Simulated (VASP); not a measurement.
An input for Ansatz (written as the equivalent of a VASP run, and not itself run):

Ansatz 0.2 input:
```yaml
crystal:
  lattice:
    - [4.9338110, 0.0000000, 0.0000000]
    - [-2.4669050, 4.2728050, 0.0000000]
    - [0.0000000, 0.0000000, 3.0008240]
  atoms:
    - { symbol: Cl, position: [0.0000000, 0.0000000, 0.0000000] }
    - { symbol: Cl, position: [0.3333330, 0.6666670, 0.5000000] }
    - { symbol: Cl, position: [0.6666670, 0.3333330, 0.5000000] }
kpoints:
  mp_grid: { grid: [1, 1, 1] }
hamiltonian:
  xc: pbe
  pseudopotentials: { kind: paw }
scf:
  occupations: { method: fermi_dirac, width: 0.1 }
  max_iter: 100
output: { forces: true, stress: true, eigenvalues: true }
```

Problem. Write the VASP files for the same calculation (PBE).

Solution. This is not unique; one that fits is 
**POSCAR**
```
Cl2
4.9338110
  1.0000000000   0.0000000000   0.0000000000
 -0.4999998987   0.8660252693   0.0000000000
  0.0000000000   0.0000000000   0.6082162450
Cl
3
Cartesian
  0.0000000000   0.0000000000   0.0000000000
 -0.0000004324   0.5773504682   0.3041081225
  0.5000005338   0.2886748011   0.3041081225
```

### INCAR
```
SYSTEM=Cl2
PREC=Accurate; ENCUT=300; LREAL=F
LASPH=T
EDIFF=1E-6; NELM=100; ALGO=Normal
ISMEAR=-1; SIGMA=0.1
GGA=PE
ISIF=2
LWAVE=F; LCHARG=F
```

### KPOINTS
```
Automatic mesh
0
Gamma
1 1 1
0 0 0
```

POTCAR, in this order: Cl (PBE.64 set). Program: vasp_std.

What does not carry over: each code has its own PAW files, so the cut-off isn't converted (ENCUT is set for VASP's; basis.ecutwfc is left out, and Ansatz then takes the one that its files recommend); Ansatz stops its SCF on the density residual and VASP on the energy change (EDIFF).

The structure was generated: Cl2 was put into an ordered model structure, which need not be its known phase. The cell was not relaxed at this level. The k-mesh is coarse (spacing up to 2.09 per Å, 2π included), so the numbers may not be converged in it. The run is one of a series of settings (KPOINTS 1×1×1 Γ-centred mesh against the base run), some of them coarse on purpose.
